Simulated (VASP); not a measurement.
All values below come from LDA (Ceperley-Alder, Perdew-Zunger), VASP's LDA PAW potentials (set 64) (plane waves; VASP).

VASP input:

**INCAR**
```
! general
SYSTEM   =  PbO
PREC     =  Accurate
ENCUT    =  620
LREAL    =  .FALSE.
LASPH    =  .TRUE.

! electronic loop
EDIFF    =  1E-6
NELM     =  100
ALGO     =  Normal
LMAXMIX  =  4

! smearing
ISMEAR   =  0
SIGMA    =  0.05

! ions
IBRION   =  2
NSW      =  40
ISIF     =  3
EDIFFG   =  -0.02
PSTRESS  =  50

! output
LWAVE    =  .FALSE.
LCHARG   =  .FALSE.
```

File POSCAR:
```
PbO
1
    3.9433939751     0.0000000000     0.0000000000
    0.0000000000     3.9433939751     0.0000000000
    0.0000000000     0.0000000000     4.8847136635
Pb O
2 2
Direct
  0.5000000000   0.0000000000   0.7580621780
  0.0000000000   0.5000000000   0.2419378220
  0.5000000000   0.5000000000   0.0000000000
  0.0000000000   0.0000000000   0.0000000000
```

**KPOINTS**
```
Automatic
0
gamma
6 6 5
0 0 0
```

POTCAR, in this order: Pb_d O (LDA.64 set). Program: vasp_std.

**Question.** What will the output report for the number of irreducible k-points (NKPTS), largest plane-wave count, number of space-group operations, FFT grid (NGX, NGY, NGZ)?

**Answer.** 
| Property | Value |
|---|---|
| number of irreducible k-points (NKPTS) | 30 |
| largest plane-wave count | 2692 |
| number of space-group operations | 16 |
| FFT grid (NGX, NGY, NGZ) | 32 × 32 × 40 |

The compound is PbO in the litharge structure. This run relaxes it under an external pressure of 5 GPa. Symmetry was kept, so distortions that lower it aren't found.
